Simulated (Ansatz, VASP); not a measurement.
# CoO: VASP beside Ansatz

Aim: how closely do two programs agree when they are given the same cell, functional and k mesh?

Program: Ansatz 0.2.0. Level of theory: plane waves, with VASP 6.6.1 beside it; zone-centre phonons at PBE, DFT+U and zone-centre phonons at PBEsol with D3(BJ), DFT+U. Results are calculated unless marked as measured.

## (1) The starting structure

Symmetry: Fm-3m, No. 225, cubic system. Conventional cell: a = 4.247 Å, b = 4.247 Å, c = 4.247 Å, α = 90.00°, β = 90.00°, γ = 90.00°. Co has 6 O at 2.12 Å nearest. Nearest to O lie 6 Co at 2.12 Å. Farther neighbours and most contacts between anions are not listed.

As a file:

```cif
data_structure
_symmetry_space_group_name_H-M 'P 1'
_symmetry_Int_Tables_number 1
_cell_length_a 3.0029
_cell_length_b 3.0029
_cell_length_c 3.0029
_cell_angle_alpha 60.000
_cell_angle_beta 60.000
_cell_angle_gamma 60.000
_cell_volume 19.15
loop_
_atom_site_label
_atom_site_type_symbol
_atom_site_fract_x
_atom_site_fract_y
_atom_site_fract_z
_atom_site_occupancy
Co1 Co 0.00000 0.00000 0.00000 1
O2 O 0.50000 0.50000 0.50000 1
```

## (2) VASP: zone-centre phonons, PBE, DFT+U

Second derivatives magnify differences that forces hide, and they need a tight electronic threshold.

Lines of VASP's logs that name or quote its potential files are left out, and so is its time.

INCAR reads:

```
SYSTEM = CoO
PREC = Accurate
ENCUT = 520
EDIFF = 1E-08
NELM = 100
ISMEAR = 1
SIGMA = 0.15
LREAL = .FALSE.
ALGO = Normal
GGA = PE
NBANDS = 14
ISPIN = 2
MAGMOM = 2 0
LDAU = .TRUE.
LDAUTYPE = 2
LDAUL = 2 -1
LDAUU = 3.32 0
LDAUJ = 0 0
LDAUPRINT = 1
LASPH = .TRUE.
LMAXMIX = 4
LORBIT = 11
LWAVE = .FALSE.
LCHARG = .FALSE.
KPAR = 2
IBRION = 6
NFREE = 2
POTIM = 0.015
NSW = 1
ISIF = 2
```

POSCAR reads:

```
CoO
1.0
    0.0000000000      2.1233612643      2.1233612643
    2.1233612643      0.0000000000      2.1233612643
    2.1233612643      2.1233612643      0.0000000000
Co O
1 1
Direct
    0.0000000000      0.0000000000      0.0000000000
    0.5000000000      0.5000000000      0.5000000000
```

KPOINTS reads:

```
Automatic mesh
0
Gamma
14 14 14
0 0 0
```

The projector-augmented-wave data sets are Co and O (PBE family, release 64).

Started as:

```bash
$ mpirun -np 2 vasp_std
```

Numbers of over 12 decimals in the logs are rounded to 6 here.

What it wrote:

```text
[banner, memory and clock lines left out]
running    2 mpi-ranks, on    1 nodes
 distrk:  each k-point on    1 cores,    2 groups
 distr:  one band on    1 cores,    1 groups

 POSCAR found type information on POSCAR CoO
 POSCAR found :  2 types and       2 ions
 LDA part: xc-table for (Slater+PW92), standard interpolation
 POSCAR, INCAR and KPOINTS ok, starting setup
 FFT: planning ... GRIDC
 FFT: planning ... GRID_SOFT
 FFT: planning ... GRID
 WAVECAR not read
 entering main loop
       N       E                     dE             d eps       ncg     rms          rms(c)
DAV:   1     0.812211864846E+02    0.81221E+02   -0.71086E+03  6022   0.124E+03
DAV:   2    -0.769731393530E+01   -0.88919E+02   -0.77303E+02  6580   0.254E+02
DAV:   3    -0.127431948445E+02   -0.50459E+01   -0.49493E+01  6448   0.693E+01
DAV:   4    -0.128003440750E+02   -0.57149E-01   -0.57130E-01  6794   0.712E+00
DAV:   5    -0.128018925772E+02   -0.15485E-02   -0.15485E-02  6664   0.117E+00    0.171E+01
DAV:   6    -0.114735810472E+02    0.13283E+01   -0.17404E+01  7308   0.778E+01    0.180E+01
DAV:   7    -0.112507690704E+02    0.22281E+00   -0.32369E+00  6302   0.442E+01    0.818E+00
DAV:   8    -0.112839906671E+02   -0.33222E-01   -0.25593E-01  6914   0.872E+00    0.479E+00
DAV:   9    -0.112966298429E+02   -0.12639E-01   -0.11879E-01  8494   0.673E+00    0.109E+00
DAV:  10    -0.112906174066E+02    0.60124E-02   -0.33531E-02  7376   0.463E+00    0.197E-01
DAV:  11    -0.112908482419E+02   -0.23084E-03   -0.39311E-03  7120   0.883E-01    0.899E-02
DAV:  12    -0.112908858830E+02   -0.37641E-04   -0.20301E-04  7782   0.237E-01    0.426E-02
DAV:  13    -0.112909207568E+02   -0.34874E-04   -0.59404E-05  8478   0.140E-01    0.199E-02
DAV:  14    -0.112909247145E+02   -0.39577E-05   -0.16865E-05  7892   0.879E-02    0.106E-02
DAV:  15    -0.112909249970E+02   -0.28250E-06   -0.16989E-06  6304   0.179E-02    0.557E-03
DAV:  16    -0.112909248133E+02    0.18369E-06   -0.61137E-07  8168   0.163E-02    0.162E-03
DAV:  17    -0.112909248641E+02   -0.50804E-07   -0.24176E-07  7108   0.553E-03    0.111E-03
DAV:  18    -0.112909248602E+02    0.39724E-08   -0.22010E-08  4364   0.282E-03
   1 F= -.11290925E+02 E0= -.11288876E+02  d E =-.614727E-02  mag=     3.0029
[...]
2 F= -.11290386E+02 E0= -.11288337E+02  d E =-.614833E-02  mag=     3.0029
[...]
3 F= -.11290386E+02 E0= -.11288337E+02  d E =-.614835E-02  mag=     3.0029
[...]
4 F= -.11290385E+02 E0= -.11288335E+02  d E =-.614835E-02  mag=     3.0029
 Finite differences progress:
  Degree of freedom:   2/  2
  Displacement:        1/  2
  Total:               3/  4
 bond charge predicted
       N       E                     dE             d eps       ncg     rms          rms(c)
DAV:   1    -0.112862232062E+02    0.41616E-02   -0.35257E+00 13664   0.148E+01    0.276E-01
DAV:   2    -0.112906408337E+02   -0.44176E-02   -0.48538E-02 14048   0.216E+00    0.151E-01
DAV:   3    -0.112904171291E+02    0.22370E-03   -0.95805E-04 15924   0.336E-01    0.137E-01
DAV:   4    -0.112919423592E+02   -0.15252E-02   -0.76684E-03 16330   0.419E-01    0.389E-01
DAV:   5    -0.112905216343E+02    0.14207E-02   -0.41181E-03 16784   0.294E-01    0.144E-01
DAV:   6    -0.112903668504E+02    0.15478E-03   -0.13439E-03 20450   0.149E-01    0.198E-02
DAV:   7    -0.112903852837E+02   -0.18433E-04   -0.11134E-05 13802   0.496E-02    0.106E-02
DAV:   8    -0.112903851174E+02    0.16626E-06   -0.19928E-06 16476   0.184E-02    0.415E-03
DAV:   9    -0.112903847789E+02    0.33849E-06   -0.98158E-07 14776   0.754E-03    0.937E-04
DAV:  10    -0.112903847827E+02   -0.37612E-08   -0.13172E-08  9884   0.162E-03
   5 F= -.11290385E+02 E0= -.11288335E+02  d E =-.614836E-02  mag=     3.0029
 Finite differences progress:
  Degree of freedom:   2/  2
  Displacement:        2/  2
  Total:               4/  4
```

Parts of OUTCAR (step 2):

```text
ion  position               nearest neighbor table
   1  0.000  0.000  0.000-   2 2.12   2 2.12   2 2.12   2 2.12   2 2.12   2 2.12
   2  0.500  0.500  0.500-   1 2.12   1 2.12   1 2.12   1 2.12   1 2.12   1 2.12

  LATTYP: Found a face centered cubic cell.
 ALAT       =     4.2467225286

 Subroutine GETGRP returns: Found 48 space group operations
 (whereof 48 operations were pure point group operations)

The static configuration has the point symmetry O_h .

 Found    104 irreducible k-points:

   k-points           NKPTS =    104   k-points in BZ     NKDIM =    104   number of bands    NBANDS=     14

   dimension x,y,z NGX =    24 NGY =   24 NGZ =   24
   dimension x,y,z NGXF=    48 NGYF=   48 NGZF=   48

   ENCUT  =  520.0 eV  38.22 Ry    6.18 a.u.   5.58  5.58  5.58*2*pi/ulx,y,z

   NELECT =      15.0000    total number of electrons

 k-points in reciprocal lattice and weights: Automatic mesh
   0.00000000  0.00000000  0.00000000       0.000
   0.07142857  0.00000000  0.00000000       0.003
   0.14285714  0.00000000  0.00000000       0.003
   0.21428571  0.00000000  0.00000000       0.003
   0.28571429  0.00000000  0.00000000       0.003
   0.35714286  0.00000000  0.00000000       0.003
   0.42857143  0.00000000  0.00000000       0.003
   0.50000000  0.00000000  0.00000000       0.001
   0.07142857  0.07142857  0.00000000       0.002
[...]
13      25.3071      0.00000
     14      25.3121      0.00000

 k-point     2 :       0.0714    0.0000    0.0000
  band No.  band energies     occupation
    ...
      5       3.3337      1.00000
      6       3.3351      1.00000
      7       4.8470      1.00000
      8       5.2708      1.00000
      9       5.2733      1.00000
     10       9.5304     -0.00000
     11      23.3677      0.00000
     12      25.2314      0.00000
     13      25.2318      0.00000
     14      26.6036      0.00000

 k-point     3 :       0.1429    0.0000    0.0000
  band No.  band energies     occupation
    ...
      5       3.4085      1.00000
      6       3.4091      1.00000
      7       4.5393      1.00000
      8       5.7111      1.00000
      9       5.7129      1.00000
     10      10.4035     -0.00000
     11      21.6358      0.00000
     12      24.8305      0.00000
     13      24.8310      0.00000
     14      27.2747      0.00000

 k-point     4 :       0.2143    0.0000    0.0000
  band No.  band energies     occupation
    ...
      5       3.5375      1.00000
      6       3.5379      1.00000
      7       4.4701      1.00000
      8       6.2104      1.00000
      9       6.2118      1.00000
     10      11.3930      0.00000
     11      20.0818      0.00000
     12      23.9919      0.00000
     13      23.9928      0.00000
     14      27.4559      0.00000

 k-point     5 :       0.2857    0.0000    0.0000
  band No.  band energies     occupation
    ...
      5       3.6889      1.00000
      6       3.6891      1.00000
      7       4.5577      1.00000
      8       6.6726      1.00000
      9       6.6736      1.00000
     10      12.2676      0.00000
     11      18.8280      0.00000
     12      23.0373      0.00000
     13      23.0384      0.00000
     14      27.5551      0.00000

 k-point     6 :       0.3571    0.0000    0.0000
  band No.  band energies     occupation
    ...
      5       3.8298      1.00000
      6       3.8298      1.00000
      7       4.7018      1.00000
      8       7.0425      1.00006
      9       7.0432      1.00006
     10      12.8613      0.00000
     11      17.9917      0.00000
     12      22.2334      0.00000
     13      22.2347      0.00000
     14      27.7080      0.00000

 spin component 2
 k-point     1 :       0.0000    0.0000    0.0000
  band No.  band energies     occupation
    ...
      3       5.5632      1.00000
      4       5.5656      1.00000
      5       6.3586      1.00000
      6       6.3643      1.00000
      7       6.3644      1.00000
      8       9.2562     -0.00000
      9       9.2595     -0.00000
     10       9.6645     -0.00000
     11      24.8290      0.00000
     12      26.4305      0.00000
    ...

  Total        0.0076443      0.0014499      0.0014499      0.0000000      0.0000000      0.0000000
  in kB        0.6396564      0.1213229      0.1213229      0.0000000      0.0000000      0.0000000
  external PRESSURE =       0.2941007 kB  Pullay stress =       0.0000000 kB

  energy-cutoff  :      520.00
  volume of cell :       19.15
      direct lattice vectors                 reciprocal lattice vectors
     0.000000000  2.123361264  2.123361264    -0.235475709  0.235475709  0.235475709
     2.123361264  0.000000000  2.123361264     0.235475709 -0.235475709  0.235475709
     2.123361264  2.123361264  0.000000000     0.235475709  0.235475709 -0.235475709

 POSITION                                       TOTAL-FORCE (eV/Angst)
 -----------------------------------------------------------------------------------
      0.00000      0.00000      0.00000        -0.065240      0.000000      0.000000
      2.10836      2.12336      2.12336         0.065240      0.000000      0.000000
 -----------------------------------------------------------------------------------
    total drift:                                0.000128      0.000000      0.000000

  FREE ENERGIE OF THE ION-ELECTRON SYSTEM (eV)
  ---------------------------------------------------
  free  energy   TOTEN  =       -11.2903847827 eV

  energy  without entropy=      -11.2842364257  energy(sigma->0) =      -11.28833533

 Eigenvectors and eigenvalues of the dynamical matrix
 ----------------------------------------------------

   1 f  =    9.194097 THz    57.768217 2PiTHz  306.682077 cm-1    38.023714 meV
             X         Y         Z           dx          dy          dz
      0.000000  0.000000  0.000000    -0.109151   -0.449079    0.000000
      2.123361  2.123361  2.123361     0.209444    0.861712    0.000000

   2 f  =    9.194097 THz    57.768217 2PiTHz  306.682077 cm-1    38.023714 meV
             X         Y         Z           dx          dy          dz
      0.000000  0.000000  0.000000     0.000000    0.000000   -0.462153
      2.123361  2.123361  2.123361     0.000000   -0.000000    0.886800

   3 f  =    9.194097 THz    57.768217 2PiTHz  306.682077 cm-1    38.023714 meV
             X         Y         Z           dx          dy          dz
      0.000000  0.000000  0.000000    -0.449079    0.109151   -0.000000
      2.123361  2.123361  2.123361     0.861712   -0.209444   -0.000000

   4 f/i=    0.000692 THz     0.004350 2PiTHz    0.023095 cm-1     0.002863 meV
             X         Y         Z           dx          dy          dz
      0.000000  0.000000  0.000000     0.017428   -0.885722   -0.040087
      2.123361  2.123361  2.123361     0.009083   -0.461592   -0.020891

   5 f/i=    0.000692 THz     0.004350 2PiTHz    0.023095 cm-1     0.002863 meV
             X         Y         Z           dx          dy          dz
      0.000000  0.000000  0.000000     0.886629    0.017415    0.000693
      2.123361  2.123361  2.123361     0.462064    0.009076    0.000361

   6 f/i=    0.000692 THz     0.004350 2PiTHz    0.023095 cm-1     0.002863 meV
             X         Y         Z           dx          dy          dz
      0.000000  0.000000  0.000000    -0.000095    0.040093   -0.885893
      2.123361  2.123361  2.123361    -0.000050    0.020894   -0.461681

 ELASTIC MODULI CONTR FROM IONIC RELAXATION (kBar)
 Direction    XX          YY          ZZ          XY          YZ          ZX
 --------------------------------------------------------------------------------
 XX           0.0000      0.0000      0.0000      0.0000      0.0000      0.0000
 YY           0.0000      0.0000      0.0000      0.0000      0.0000      0.0000
 ZZ           0.0000      0.0000      0.0000      0.0000      0.0000      0.0000
 XY           0.0000      0.0000      0.0000      0.0000      0.0000      0.0000
 YZ           0.0000      0.0000      0.0000      0.0000      0.0000      0.0000
 ZX           0.0000      0.0000      0.0000      0.0000      0.0000      0.0000
 --------------------------------------------------------------------------------

 total charge
# of ion       s       p       d       tot
------------------------------------------
    1        0.300   0.369   7.146   7.814
    2        1.552   3.452   0.000   5.005
--------------------------------------------------
tot          1.852   3.821   7.146  12.819

 magnetization (x)
# of ion       s       p       d       tot
------------------------------------------
    1        0.021   0.018   2.692   2.730
    2        0.024   0.236   0.000   0.260
--------------------------------------------------
tot          0.045   0.254   2.692   2.990

[... 5 further parts left out ...]
```

(Continued in part 2 of 2.)

[Lines on the potential files, build, host, timing and source positions are cut from VASP's logs without a mark.]

[Logs are printed without paths, hosts, clocks, repeated set-up lines and the standing remarks that a program may print on its own settings, such as how far it seeks lower states.]

[Hosts, paths, dates, database ids (printed as entryN), source tags and the programs' standing remarks are cut or masked in the printed files.]
